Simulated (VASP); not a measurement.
GeSb2Te4:

```
CELL_PARAMETERS angstrom
-3.46347 3.51104 4.31433
3.46347 -3.51104 4.31433
3.46347 3.51104 -4.31433
ATOMIC_POSITIONS crystal
Ge 0.50000 0.00000 0.50000
Sb 0.22183 0.72183 0.50000
Sb 0.77817 0.27817 0.50000
Te 0.79481 0.20202 0.99683
Te 0.20519 0.20202 0.40721
Te 0.20519 0.79798 0.00317
Te 0.79481 0.79798 0.59279
```

The cell was built by a generator and needn't be a form met in nature.

```yaml
Program: VASP 6.6.1
Task: relaxation of cell and atoms
Functional: PBE
Potentials_or_basis: VASP PAW PBE potentials, release 64 (Ge_d, Sb, Te)
Cutoff: 520 eV
k_mesh: 3 × 3 × 3
Occupations: gaussian, width 0.15 eV
Spin: no spin polarisation
```

At the start: pressure 18.5 GPa; volume 29.98 Å³/atom.

Q: How do energy, volume and symmetry change on relaxing?

A: Over 14 steps the energy falls by 653.8 meV/atom and the volume is 39.34 Å³/atom (+31.2 %); space group Immm (No. 71, to 0.05 Å).

The path:
```csv
step,energy change (eV),largest force (eV/Å),pressure (GPa),volume (Å³)
1,0.0000,3.3202,18.52,209.86
2,-2.8757,1.1814,-4.60,333.36
3,-3.7148,1.3735,-0.80,278.27
4,-3.9586,1.1045,-0.30,273.13
5,-4.1334,0.4833,1.46,264.66
6,-4.2934,0.4193,0.55,272.50
7,-4.3811,0.5324,-0.25,282.06
8,-4.3835,0.5547,-0.34,283.85
9,-4.4636,0.4575,-0.44,282.65
10,-4.4917,0.3773,-0.41,281.49
11,-4.5553,0.2060,0.24,275.30
12,-4.5630,0.1723,0.61,271.90
13,-4.5708,0.2192,-0.35,277.57
14,-4.5766,0.0737,0.07,275.38
```

Final structure:
```
Ge Sb Te
1.0
    -3.72515    4.15300    4.45006
     3.72515   -4.15300    4.45006
     3.72515    4.15300   -4.45006
Ge Sb Te
1 2 4
Direct
  0.50000 0.00000 0.50000
  0.16543 0.66543 0.50000
  0.83457 0.33457 0.50000
  0.79619 0.21084 0.00704
  0.20381 0.21084 0.41465
  0.20381 0.78916 0.99296
  0.79619 0.78916 0.58535
```

Caveat: the k mesh is coarse (spacing up to 0.42 Å⁻¹), so the values aren't converged; the volume moved by over 15 % at a fixed basis, so the end points are rough.
